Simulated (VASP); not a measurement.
Consider the following.

```xyz
4
Lattice="2.5423 0.0000 0.0000 -1.2712 2.2017 0.0000 0.0000 0.0000 4.2053" Properties=species:S:1:pos:R:3 pbc="T T T"
B      1.2712     0.7339     0.0014
B      0.0000     1.4678     2.1041
N      1.2712     0.7339     1.5756
N      0.0000     1.4678     3.6782
```

Computed with PBEsol GGA, VASP's PBE PAW potentials (set 64) (plane waves; VASP). Settings: 520 eV cut-off, 13×13×7 Γ-centred mesh, Gaussian smearing of 0.010 eV, potentials B N.

Q: What does the run give for the energy per atom (σ→0)?

A: 
| Quantity | Value |
|---|---|
| energy per atom (σ→0) | -9.156 eV/atom |

Total energies compare only between runs with the same potentials, cut-off and functional.

The structure comes from a measured BN entry (P6_3mc) of the Crystallography Open Database, whose conditions weren't checked. It was relaxed first.
